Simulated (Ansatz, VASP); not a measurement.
ZnC2O2: VASP beside Ansatz

The input INCAR:

```
SYSTEM = ZnC2O2
PREC = Accurate ; ENCUT = 520
EDIFF = 1E-6 ; ISMEAR = -1
SIGMA = 0.1 ; LREAL = .False.
LASPH = .True. ; NELM = 80
ALGO = Fast ; ISIF = 2
LWAVE = .False. ; LCHARG = .True.
GGA = PE ; LELF = .True.
LVHAR = .True. ; NBANDS = 24
```

File KPOINTS:

```
Automatic mesh
0
Gamma
  6 6 4
  0 0 0
```

File POSCAR:

```
ZnC2O2
1.0
    3.2656430000      0.0000000000      0.0000000000
   -1.6328210000      2.8281310000      0.0000000000
    0.0000000000      0.0000000000      4.8105250000
Zn O C
1 2 2
Direct
    0.0000000000      0.0000000000      0.0000000000
    0.3333000000      0.6667000000      0.2153000000
    0.6667000000      0.3333000000      0.7847000000
    0.3333000000      0.6667000000      0.4537000000
    0.6667000000      0.3333000000      0.5463000000
```

Input for Ansatz:

```yaml
crystal:
  lattice:
    - [3.265643, 0.0, 0.0]
    - [-1.632821, 2.828131, 0.0]
    - [0.0, 0.0, 4.810525]
  atoms:
    - { symbol: Zn, position: [0.0, 0.0, 0.0] }
    - { symbol: O, position: [0.3333, 0.6667, 0.2153] }
    - { symbol: O, position: [0.6667, 0.3333, 0.7847] }
    - { symbol: C, position: [0.3333, 0.6667, 0.4537] }
    - { symbol: C, position: [0.6667, 0.3333, 0.5463] }
  symmetry: { tolerance: 0.0003 }
kpoints:
  mp_grid: { grid: [6, 6, 4], shift: [0, 0, 0] }
magnetization:
  spin_polarized: false
scf:
  occupations: { method: fermi_dirac }
hamiltonian:
  pseudopotentials: { kind: paw }
  xc: pbe
basis:
  ecutwfc: 420
output:
  forces: true
  stress: true
  eigenvalues: true
```

The cell was built by a generator and needn't be a form met in nature.

Alike in both runs: task single point; functional PBE; k mesh 6 × 6 × 4; no spin polarisation.

|  | VASP | Ansatz |
| --- | --- | --- |
| version | VASP 6.6.1 | Ansatz 0.2.0 |
| potentials or method | VASP PAW PBE potentials, release 64 (Zn, O, C) | PAW plane waves |
| plane-wave cutoff (eV) | 520 | 420 |
| occupations | fermi-dirac, width 0.1 eV | fermi-dirac |
| valence electrons in the cell | 32 | 32 |

|  | VASP | Ansatz | Ansatz less VASP |
| --- | --- | --- | --- |
| gap on the k mesh at the Fermi level (eV) | none | none | - |
| rms of the force components (eV/Å) | 7.404 | 6.988 | -0.4158 |

Atom by atom the forces differ by 0.425 eV/Å (rms over components). A gap of «none» marks a metal or a gap that the smearing closes. Ansatz warned: «structure_snapped_to_symmetry».

Caveats: the k mesh is coarse (spacing up to 0.37 Å⁻¹), so the values aren't converged; the standard files for N, O and F lose accuracy on very short bonds; forces of over 1 eV/Å show positions far from the minimum, so gaps and moduli don't describe the material at rest.
